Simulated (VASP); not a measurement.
A run of VASP 6.6.1:

Contents of INCAR:

```
PREC     = Accurate       # precision mode
ENCUT    = 600            # plane-wave cutoff, eV
EDIFF    = 1E-7           # SCF threshold, eV
ISMEAR   = 0              # smearing method
SIGMA    = 0.1            # smearing width, eV
LREAL    = False          # projectors in reciprocal space
LASPH    = True           # aspherical terms in the spheres
NELM     = 60             # most SCF steps
ALGO     = Fast           # electronic algorithm
ISIF     = 3              # what is computed and relaxed
LWAVE    = False          # write WAVECAR
LCHARG   = False          # write CHGCAR
GGA      = PS             # functional
IBRION   = 2              # ionic algorithm
NSW      = 80             # ionic steps
EDIFFG   = -0.004         # ionic threshold
```

File KPOINTS:

```
regular mesh
0
Gamma
  9 9 12
```

POSCAR

```
TlBi2
1.0
    5.7086645000      0.0000000000      0.0000000000
   -2.8543322500      4.9438484800      0.0000000000
    0.0000000000      0.0000000000      3.3937555800
Tl Bi
1 2
Direct
    0.0000000000      0.0000000000      0.0000000000
    0.6666666700      0.3333333300      0.5000000000
    0.3333333300      0.6666666700      0.5000000000
```

Potentials or basis: VASP PAW PBE potentials, release 64 (Tl_d, Bi_d).

Command:

```bash
$ cat potpaw_PBE.64/Tl_d/POTCAR potpaw_PBE.64/Bi_d/POTCAR > POTCAR
$ mpirun -np 1 vasp_std > vasp.out
```

Hardware: 1 thread of Intel(R) Xeon(R) Platinum 8488C (Sapphire Rapids), on a shared host.

Question: Estimate the wall time of this run.

Answer: Wall time 13 min on 1 thread of Intel(R) Xeon(R) Platinum 8488C (Sapphire Rapids) (shared host), peak memory 0.42 GiB. Counts: scf iterations 54, k points 84, ion steps 5.
